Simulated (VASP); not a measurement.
CAlBr2H3: single point with PBE

The system is CAlBr2H3, in a box.

```
CELL_PARAMETERS angstrom
13.00000 0.00000 0.00000
0.00000 13.00000 0.00000
0.00000 0.00000 12.00000
ATOMIC_POSITIONS crystal
C 0.46538 0.61490 0.47287
Al 0.48700 0.46896 0.49112
Br 0.62148 0.40848 0.58933
Br 0.38052 0.35127 0.41633
H 0.39694 0.63110 0.42323
H 0.45696 0.65196 0.55418
H 0.53193 0.65007 0.43217
```

* Program: VASP 6.6.1
* Task: single point
* Functional: PBE
* Potentials or basis: VASP PAW PBE potentials, release 64 (C, Al, Br, H)
* Cutoff: 520 eV
* k mesh: 1 × 1 × 1
* Occupations: gaussian, width 0.01 eV
* Spin: no spin polarisation

```json
{
 "Largest force": "0.210 eV/Å",
 "Gap between the frontier levels": "5.24 eV"
}
```

Forces in eV/Å, atoms in the order of the input:
```
C    0.001 -0.049 -0.001
Al  -0.002  0.001 -0.002
Br   0.138 -0.062  0.094
Br  -0.108 -0.119 -0.070
H   -0.170  0.044 -0.113
H   -0.021  0.095  0.185
H    0.163  0.090 -0.092
```

Levels at points of the mesh, in eV from the valence-band top:
| k point | band 9 | band 10 | band 11 | band 12 | band 13 | band 14 | band 15 | band 16 |
| --- | --- | --- | --- | --- | --- | --- | --- | --- |
| (0.00, 0.00, 0.00) | -0.65 | -0.27 | -0.12 | 0.00 | 5.24 | 5.35 | 6.79 | 7.14 |

Wall time 3.4 min on 1 thread of Intel(R) Xeon(R) Platinum 8488C (Sapphire Rapids) (shared host), peak memory 1.5 GiB.

A hybrid or GW would open this gap; PBE tends to underestimate it.
